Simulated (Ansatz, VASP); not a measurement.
# Si13B4O32 (boron-doped silica glass): VASP beside Ansatz, part 2 of 2

One calculation is typed for both programs; each brings its own data sets. How far apart do they land? Of the first pair: The structure shown is the start of the Ansatz relaxation below; VASP solves that cell, so the two are compared at the walk's first step.

VASP 6.6.1 and Ansatz 0.2.0.

So far: Set-up; Ansatz: relaxation, PBE.

**3. VASP: single point, PBE, start cell, pair 1**

Level of this step: PBE; plane waves and PAW (Si, B, O) (VASP).

The same cell, functional, mesh and smearing now go to VASP, with its own data sets.

Lines of VASP's logs that name or quote its potential files are left out, and so is its time.

The input, INCAR:

```
SYSTEM = Si13B4O32
PREC = Accurate
ENCUT = 520
EDIFF = 1E-06
NELM = 120
ISMEAR = -1
SIGMA = 0.05
LREAL = Auto
ALGO = Normal
GGA = PE
NBANDS = 168
LORBIT = 11
LWAVE = .FALSE.
LCHARG = .FALSE.
ISIF = 2
LASPH = .TRUE.
GGA_COMPAT = .FALSE.
EFERMI = MIDGAP
KPAR = 8
```

The input, POSCAR:

```
Si13B4O32
1.0
    8.9732000000      0.0000000000      0.0000000000
    0.0000000000      8.9732000000      0.0000000000
    0.0000000000      0.0000000000      8.9732000000
Si B O
13 4 32
Direct
    0.0027340302      0.6858839656      0.9485699639
    0.9149760398      0.3710130165      0.4797309767
    0.4726339544      0.6018869523      0.7530149779
    0.5596080551      0.3559669906      0.5144790041
    0.2276510052      0.4427439486      0.9486399501
    0.7883320332      0.9216319708      0.4500579503
    0.5544749922      0.7517509918      0.2269599474
    0.0321199795      0.6909909508      0.5853100343
    0.1004210315      0.1965000223      0.7111220078
    0.3699720278      0.7895930103      0.5033469665
    0.3986270227      0.2623920118      0.2109350065
    0.1097739937      0.0140680025      0.9937790309
    0.4743680070      0.0210450007      0.9950229573
    0.5939169973      0.0696810502      0.6807500111
    0.6867960148      0.6204359649      0.9968479472
    0.9579709580      0.1484539518      0.2618080506
    0.2908240093      0.0944500290      0.4524290108
    0.5118849463      0.8680049481      0.0897790086
    0.9661789551      0.2912490527      0.3237450408
    0.0829789819      0.5345260331      0.0078699906
    0.2913470111      0.0353729996      0.9856699951
    0.4798869968      0.4802229974      0.6184050283
    0.0536580038      0.0629110016      0.8260429947
    0.2829019748      0.1579110016      0.3107630500
    0.3144269603      0.3653609638      0.0877869656
    0.7351890073      0.3935520216      0.4879439888
    0.6168410378      0.5902280123      0.8620570142
    0.5510630544      0.0366510275      0.8278179468
    0.6800460259      0.8314590113      0.3335289529
    0.1986099719      0.7444950519      0.5391379887
    0.0785180315      0.8364159943      0.0140179646
    0.6130819552      0.6071579815      0.1328549458
    0.9125259662      0.8093249900      0.5190489457
    0.9990669995      0.5277939865      0.5128289796
    0.0177059466      0.6829459947      0.7666279588
    0.5129970356      0.1572070164      0.1126870013
    0.3781249721      0.9674020416      0.4689730531
    0.8284209647      0.6825110329      0.9953289796
    0.4858929925      0.3413970490      0.3495170062
    0.1760880177      0.3209420274      0.8220089823
    0.3309949628      0.5654240405      0.8606339990
    0.4257679535      0.7111230107      0.3488379842
    0.6931350020      0.9867829760      0.5930270138
    0.4596509606      0.7561889850      0.6583360451
    0.9572259618      0.2632809923      0.6218939732
    0.8770250301      0.0464489814      0.3485930326
    0.5447470245      0.2015680025      0.6123469888
    0.0230959970      0.1062879463      0.1268239870
    0.2115919627      0.1465539607      0.5750400080
```

The input, KPOINTS:

```
Automatic mesh
0
Gamma
2 2 2
0 0 0
```

Potentials, in the order of the species: Si, B and O (PBE family, release 64).

Started as:

```bash
$ mpirun -np 8 vasp_std
```

Numbers of over 12 decimals in the logs are rounded to 6 here.

The program printed:

```text
[banner, memory and clock lines left out]
running    8 mpi-ranks, on    1 nodes
[...]
|                                                                             |
|           W    W    AA    RRRRR   N    N  II  N    N   GGGG   !!!           |
|           W    W   A  A   R    R  NN   N  II  NN   N  G    G  !!!           |
|           W    W  A    A  R    R  N N  N  II  N N  N  G       !!!           |
|           W WW W  AAAAAA  RRRRR   N  N N  II  N  N N  G  GGG   !            |
|           WW  WW  A    A  R   R   N   NN  II  N   NN  G    G                |
|           W    W  A    A  R    R  N    N  II  N    N   GGGG   !!!           |
|                                                                             |
|     For optimal performance we recommend to set                             |
|       NCORE = 2 up to number-of-cores-per-socket                            |
|     NCORE specifies how many cores store one orbital (NPAR=cpu/NCORE).      |
|     This setting can greatly improve the performance of VASP for DFT.       |
|     The default, NCORE=1 might be grossly inefficient on modern             |
|     multi-core architectures or massively parallel machines. Do your        |
|     Unfortunately you need to use the default for GW and RPA                |
|     calculations (for HF NCORE is supported but not extensively tested      |
|     yet).                                                                   |
|                                                                             |

 LDA part: xc-table for (Slater+PW92), standard interpolation
 POSCAR, INCAR and KPOINTS ok, starting setup
[...]
entering main loop
       N       E                     dE             d eps       ncg     rms          rms(c)
DAV:   1     0.177103252252E+04    0.17710E+04   -0.13040E+05  2688   0.138E+03
DAV:   2    -0.269151520152E+03   -0.20402E+04   -0.19824E+04  3320   0.334E+02
DAV:   3    -0.431525224110E+03   -0.16237E+03   -0.16134E+03  3256   0.990E+01
DAV:   4    -0.434333200622E+03   -0.28080E+01   -0.27987E+01  3232   0.140E+01
[...]
DAV:  15    -0.385049831749E+03    0.36438E-04   -0.41729E-05  3056   0.274E-02    0.636E-03
DAV:  16    -0.385049826775E+03    0.49741E-05   -0.11386E-05  3216   0.143E-02    0.761E-03
DAV:  17    -0.385049826591E+03    0.18397E-06   -0.36164E-06  2904   0.703E-03
   1 F= -.38504983E+03 E0= -.38504983E+03  d E =0.000000E+00
```

OUTCAR, selected parts (step 3):

```text
  Total       -5.3605736     -4.3167383    -41.9655974      1.7308381      0.6240878      9.1022457
  in kB      -11.8872063     -9.5724755    -93.0597645      3.8381770      1.3839304     20.1844582
  external PRESSURE =     -38.1731488 kB  Pullay stress =       0.0000000 kB

 POSITION                                       TOTAL-FORCE (eV/Angst)
 -----------------------------------------------------------------------------------
      0.02453      6.15457      8.51171        -0.188258      0.032216     -1.131617
      8.21026      3.32917      4.30472        -0.246587     -0.370876      0.895676
      4.24104      5.40085      6.75695        -0.003503     -1.014840      0.256344
      5.02148      3.19416      4.61652         0.736019     -0.821518      0.442714
      2.04276      3.97283      8.51234         0.024824     -0.106952     -0.971198
      7.07386      8.26999      4.03846         0.108000      0.077932     -0.399830
      4.97542      6.74561      2.03656         0.766477      1.271497      0.032008
      0.28822      6.20040      5.25210        -0.283359      0.094912      0.325616
      0.90110      1.76323      6.38104         0.290163      0.557919     -0.124723
      3.31983      7.08518      4.51663        -1.066196      0.572697      0.021213
      3.57696      2.35450      1.89276        -0.006660     -0.951867      0.445071
      0.98502      0.12624      8.91738         0.347699     -0.167918     -0.170434
      4.25660      0.18884      8.92854        -0.829355      0.176867      0.598399
      5.32934      0.62526      6.10851         0.483762      0.856803     -1.001250
[...]
-----------------------------------------------------------------------------------
    total drift:                                0.011791      0.015822      0.004842

  FREE ENERGIE OF THE ION-ELECTRON SYSTEM (eV)
  ---------------------------------------------------
  free  energy   TOTEN  =      -385.0498265913 eV

  energy  without entropy=     -385.0498265913  energy(sigma->0) =     -385.04982659

[... 3 further parts left out ...]
[key lines of the parts left out:]
E-fermi :   2.2818
```

The run ends at a pressure of -3.82 GPa, with forces up to 1.5 eV/Å.

**4. Comparison**

Known differences besides the potentials themselves: the cutoff is 420 eV in Ansatz and 520 eV in VASP (PREC = Accurate, projectors in real space). Total energies have different zeros and are not compared.

Forces on 9 of the 49 atoms, those with the largest forces and the largest differences (eV/Å; atoms numbered as in POSCAR):

```tsv
atom	Ansatz x, y, z	VASP x, y, z
Si1	-0.172, 0.018, -1.159	-0.188, 0.032, -1.132
Si4	0.753, -0.840, 0.460	0.736, -0.822, 0.443
Si7	0.771, 1.284, 0.032	0.766, 1.271, 0.032
Si10	-1.052, 0.572, 0.025	-1.066, 0.573, 0.021
Si11	-0.003, -1.006, 0.458	-0.007, -0.952, 0.445
Si13	-0.853, 0.197, 0.645	-0.829, 0.177, 0.598
B14	0.488, 0.885, -1.025	0.484, 0.857, -1.001
B16	-0.447, -0.555, 0.913	-0.436, -0.557, 0.874
O28	0.158, -0.237, 0.105	0.140, -0.236, 0.149
```

The forces differ by 16 meV/Å r.m.s., which is 3.8 % of the r.m.s. force of 0.420 eV/Å (both taken over all components).

**5. Ansatz: relaxation, PBE**

This run makes the geometry at which the two programs are then compared. The cell compared in this pair holds 716.94 Å³, against 722.51 Å³ for the pair before.

The structure compared here is the end of the Ansatz relaxation.

The input, input.yaml:

```yaml
crystal:
  lattice:
    - [8.9732, 0.0, 0.0]
    - [0.0, 8.9732, 0.0]
    - [0.0, 0.0, 8.9732]
  atoms:
    - { symbol: Si, position: [0.002734, 0.685884, 0.94857] }
    - { symbol: Si, position: [0.914976, 0.371013, 0.479731] }
    - { symbol: Si, position: [0.472634, 0.601887, 0.753015] }
    - { symbol: Si, position: [0.559608, 0.355967, 0.514479] }
    - { symbol: Si, position: [0.227651, 0.442744, 0.94864] }
    - { symbol: Si, position: [0.788332, 0.921632, 0.450058] }
    - { symbol: Si, position: [0.554475, 0.751751, 0.22696] }
    - { symbol: Si, position: [0.03212, 0.690991, 0.58531] }
    - { symbol: Si, position: [0.100421, 0.1965, 0.711122] }
    - { symbol: Si, position: [0.369972, 0.789593, 0.503347] }
    - { symbol: Si, position: [0.398627, 0.262392, 0.210935] }
    - { symbol: Si, position: [0.109774, 0.014068, 0.993779] }
    - { symbol: Si, position: [0.474368, 0.021045, 0.995023] }
    - { symbol: B, position: [0.593917, 0.069681, 0.68075] }
    - { symbol: B, position: [0.686796, 0.620436, 0.996848] }
    - { symbol: B, position: [0.957971, 0.148454, 0.261808] }
    - { symbol: B, position: [0.290824, 0.09445, 0.452429] }
    - { symbol: O, position: [0.511885, 0.868005, 0.089779] }
    - { symbol: O, position: [0.966179, 0.291249, 0.323745] }
    - { symbol: O, position: [0.082979, 0.534526, 0.00787] }
    - { symbol: O, position: [0.291347, 0.035373, 0.98567] }
    - { symbol: O, position: [0.479887, 0.480223, 0.618405] }
    - { symbol: O, position: [0.053658, 0.062911, 0.826043] }
    - { symbol: O, position: [0.282902, 0.157911, 0.310763] }
    - { symbol: O, position: [0.314427, 0.365361, 0.087787] }
    - { symbol: O, position: [0.735189, 0.393552, 0.487944] }
    - { symbol: O, position: [0.616841, 0.590228, 0.862057] }
    - { symbol: O, position: [0.551063, 0.036651, 0.827818] }
    - { symbol: O, position: [0.680046, 0.831459, 0.333529] }
    - { symbol: O, position: [0.19861, 0.744495, 0.539138] }
    - { symbol: O, position: [0.078518, 0.836416, 0.014018] }
    - { symbol: O, position: [0.613082, 0.607158, 0.132855] }
    - { symbol: O, position: [0.912526, 0.809325, 0.519049] }
    - { symbol: O, position: [0.999067, 0.527794, 0.512829] }
    - { symbol: O, position: [0.017706, 0.682946, 0.766628] }
    - { symbol: O, position: [0.512997, 0.157207, 0.112687] }
    - { symbol: O, position: [0.378125, 0.967402, 0.468973] }
    - { symbol: O, position: [0.828421, 0.682511, 0.995329] }
    - { symbol: O, position: [0.485893, 0.341397, 0.349517] }
    - { symbol: O, position: [0.176088, 0.320942, 0.822009] }
    - { symbol: O, position: [0.330995, 0.565424, 0.860634] }
    - { symbol: O, position: [0.425768, 0.711123, 0.348838] }
    - { symbol: O, position: [0.693135, 0.986783, 0.593027] }
    - { symbol: O, position: [0.459651, 0.756189, 0.658336] }
    - { symbol: O, position: [0.957226, 0.263281, 0.621894] }
    - { symbol: O, position: [0.877025, 0.046449, 0.348593] }
    - { symbol: O, position: [0.544747, 0.201568, 0.612347] }
    - { symbol: O, position: [0.023096, 0.106288, 0.126824] }
    - { symbol: O, position: [0.211592, 0.146554, 0.57504] }
  symmetry: { detect: false }
kpoints:
  mp_grid: { grid: [2, 2, 2] }
scf:
  occupations: { method: fermi_dirac, width: 0.05 }
hamiltonian:
  xc: pbe
  pseudopotentials: { kind: paw, azcp: { folder: soft_1 } }
output:
  forces: true
  stress: true
relax:
  f_tol: 0.04
  max_steps: 100
  escape_saddle: false
  cell: { stress_tol: 0.4, fix: [] }
```

Started as:

```bash
$ ansatz run input.yaml --threads 4 --pin off --max-ram 16384MiB --backend cpu --events-out ev --progress --plain --runs-dir out
```

The program printed:

```text
[...]
Crystal: 49 atoms, lattice volume = 722.507 Å³
Basis set: ecut = 420 eV, 13997 PW (Γ), exchange–correlation on 120×120×120 points (8 copies of the dense FFT grid, shifted against one another)
Bands: 177, of which v1, the nominal top of the filled ones, is band 128 counted from 1 (127 counted from 0)
Symmetry: 1 space group operations
k-points: 8
[...]
- { symbol: O, position: [0.047761, 0.088356, 0.833028] }
    - { symbol: O, position: [0.329315, 0.128458, 0.333718] }
    - { symbol: O, position: [0.269615, 0.378370, 0.167333] }
[...]
- { symbol: O, position: [0.862381, 0.066393, 0.375422] }
    - { symbol: O, position: [0.579338, 0.177253, 0.577315] }
    - { symbol: O, position: [0.043445, 0.081195, 0.158139] }
    - { symbol: O, position: [0.222286, 0.192477, 0.591268] }
[key lines of the parts left out:]
SCF converged after 4 iterations
Free energy (F): -27099.470328 eV
Fermi energy:    3.631931 eV
P = ⅓ Tr σ = 0.0102 GPa (0.102 kbar)
```

**6. VASP: single point, PBE, relaxed cell, pair 2**

The same cell, functional, mesh and smearing now go to VASP, with its own data sets.

Changes to INCAR since step 3:

```diff
@@ -2,3 +2,3 @@
 PREC = Accurate
-ENCUT = 520
+ENCUT = 600
 EDIFF = 1E-06
```

The input, POSCAR:

```
Si13B4O32
1.0
    9.3678607454      0.1683776899      0.1969145845
    0.1683776899      9.3900947369      0.0302133414
    0.1969145845      0.0302133414      8.1571640928
Si B O
13 4 32
Direct
    0.0025048885      0.6823319080      0.9315872193
    0.9157035184      0.3777305244      0.4791717166
    0.4723390519      0.5727841743      0.7581598840
    0.5813688747      0.3382150544      0.5047954280
    0.2263956647      0.4518853400      0.9936805671
    0.8027412276      0.9168799188      0.4476788331
    0.5769825168      0.7918942667      0.2181220435
    0.0353793926      0.6774563712      0.5416250060
    0.1027910794      0.2306512563      0.7371725392
    0.3392989481      0.7837606914      0.5071499864
    0.3908973673      0.2622261876      0.2244153073
    0.1026133009      0.9992849077      0.9927192802
    0.4440638197      0.0310646160      0.9837147203
    0.5986603358      0.0531988070      0.6634732281
    0.6923142227      0.6353558601      0.9652437848
    0.9606133173      0.1412591125      0.2830733792
    0.2835410027      0.0900708767      0.4894133304
    0.5331276929      0.9206119467      0.0959594109
    0.9771905901      0.2819725452      0.3216892994
    0.0973046857      0.5681584912      0.0359007174
    0.2767681423      0.9885434336      0.9854975910
    0.4861433099      0.4448472579      0.6249852472
    0.0477606660      0.0883562356      0.8330282546
    0.3293152239      0.1284579837      0.3337175655
    0.2696149284      0.3783695314      0.1673334140
    0.7428172368      0.3928957382      0.4836972882
    0.6330141144      0.5988350849      0.8213411998
    0.5152477422      0.0264971770      0.8002881598
    0.7193665726      0.8346340363      0.3095632824
    0.1954604423      0.7027027720      0.4648575488
    0.0374885403      0.8421517444      0.9885591476
    0.6078983417      0.6501959393      0.1071573235
    0.9351294201      0.8169185468      0.5049298632
    0.9771069377      0.5364092836      0.4571932366
    0.0447692061      0.6567476572      0.7385324442
    0.4618786616      0.1909091801      0.0560993590
    0.2985256415      0.9517378051      0.5425031787
    0.8351556800      0.6561799660      0.9703201652
    0.5110188539      0.3397797411      0.3259726949
    0.1730920125      0.3336365890      0.8670254155
    0.3641601581      0.5296750090      0.9096736391
    0.4494078468      0.7598333386      0.3509535607
    0.6960326683      0.9495294571      0.6084604318
    0.4098545526      0.7180278362      0.6716776474
    0.9655618177      0.3072072603      0.6525216976
    0.8623814595      0.0663925271      0.3754216675
    0.5793383990      0.1772531167      0.5773154778
    0.0434450039      0.0811952115      0.1581390959
    0.2222859218      0.1924766841      0.5912677216
```

KPOINTS is that of step 3.

Started as:

```bash
$ mpirun -np 8 vasp_std
```

The program printed:

```text
[banner, memory and clock lines left out]
running    8 mpi-ranks, on    1 nodes
[...]
[... a notice as in an earlier step ...]

 LDA part: xc-table for (Slater+PW92), standard interpolation
 POSCAR, INCAR and KPOINTS ok, starting setup
[...]
entering main loop
       N       E                     dE             d eps       ncg     rms          rms(c)
DAV:   1     0.187832629214E+04    0.18783E+04   -0.14080E+05  2688   0.155E+03
DAV:   2    -0.263793856170E+03   -0.21421E+04   -0.20788E+04  3296   0.348E+02
DAV:   3    -0.434592609549E+03   -0.17080E+03   -0.16977E+03  3256   0.102E+02
DAV:   4    -0.437526760511E+03   -0.29342E+01   -0.29244E+01  3240   0.144E+01
[...]
DAV:  15    -0.387948904016E+03    0.31225E-04   -0.51337E-05  3032   0.256E-02    0.927E-03
DAV:  16    -0.387948903982E+03    0.34233E-07   -0.12118E-05  3248   0.125E-02    0.811E-03
DAV:  17    -0.387948903785E+03    0.19633E-06   -0.24866E-06  2088   0.657E-03
   1 F= -.38794890E+03 E0= -.38794890E+03  d E =0.000000E+00
```

From OUTCAR (step 6):

```text
  Total       -0.6894554     -0.5988664     -0.8510867     -0.0618133      0.0362291     -0.0442249
  in kB       -1.5407480     -1.3383058     -1.9019508     -0.1381361      0.0809624     -0.0988309
  external PRESSURE =      -1.5936682 kB  Pullay stress =       0.0000000 kB

 POSITION                                       TOTAL-FORCE (eV/Angst)
 -----------------------------------------------------------------------------------
      0.32180      6.43573      7.62022        -0.025409      0.000868      0.036537
      8.73614      3.71559      4.10041        -0.016432      0.041548     -0.015991
      4.67054      5.48094      6.29475        -0.007300      0.003056      0.002076
      5.60253      3.28901      4.24240         0.001113      0.007625     -0.011055
      2.39260      4.31139      8.16385        -0.003944     -0.000293      0.027126
      7.76250      8.75828      3.83756         0.020665     -0.010992      0.016554
      5.58138      7.53970      1.91680        -0.012768     -0.020395     -0.003569
      0.55215      6.38370      4.44556         0.003427     -0.011888     -0.022744
      1.14693      2.20542      6.04045        -0.012237      0.027513      0.010209
      3.41034      7.43204      4.22740         0.003376     -0.000163      0.003391
      3.75022      2.53493      1.91549         0.010302      0.015351      0.002821
      1.32501      9.43065      8.14817        -0.019306     -0.023385      0.032252
      4.35887      0.39619      8.11270         0.011160     -0.031318     -0.031327
      5.74777      0.62039      5.53155        -0.035575     -0.002463      0.018444
[...]
-----------------------------------------------------------------------------------
    total drift:                               -0.019745     -0.022323      0.011952

  FREE ENERGIE OF THE ION-ELECTRON SYSTEM (eV)
  ---------------------------------------------------
  free  energy   TOTEN  =      -387.9489037853 eV

  energy  without entropy=     -387.9489037853  energy(sigma->0) =     -387.94890379

[... 1 part as in an earlier step ...]

[... 2 further parts left out ...]
[key lines of the parts left out:]
E-fermi :   2.3006
```

The run ends at a pressure of -0.16 GPa, with forces up to 0.059 eV/Å.

**7. Side by side**

What differs besides the data sets and the points named for the pairs above, as far as they apply: the cutoff is 420 eV in Ansatz and 600 eV in VASP (PREC = Accurate, projectors in real space); Ansatz's pressure holds a Pulay correction, VASP's none. Total energies have different zeros and are not compared.

The two programs side by side:

```tsv
quantity	Ansatz	VASP	difference
pressure (GPa)	0.01	-0.16	+0.17
gap on the k mesh (eV)	5.588	5.583	+0.005
```

At this near-relaxed geometry the largest component of a force difference is 46 meV/Å. A gap on the mesh is an upper bound, since the band edges may lie between its points.

**8. Results**

| Item | Value |
| --- | --- |
| r.m.s. force difference (single point, PBE, start cell, pair 1) | 3.8 % of the r.m.s. force |
| r.m.s. force difference (single point, PBE, relaxed cell, pair 2) | 18 meV/Å |

The r.m.s. force difference is 18 meV/Å (single point, PBE, relaxed cell, pair 2), beyond the 12 meV/Å picked in this series as the mark of a large difference. What causes the difference of the single point, PBE, start cell, pair 1 pair stays open here. What causes the difference of the single point, PBE, relaxed cell, pair 2 pair stays open here. Such differences can come from data sets, numerical settings and the points named under the comparisons, not from the functional's error against experiment.

[Lines on the potential files, build, host, timing and source positions are cut from VASP's logs without a mark.]

[Logs are printed without paths, hosts, clocks, repeated set-up lines and the standing remarks that a program may print on its own settings, such as how far it seeks lower states.]

[Hosts, paths, dates, database ids (printed as entryN), source tags and the programs' standing remarks are cut or masked in the printed files.]
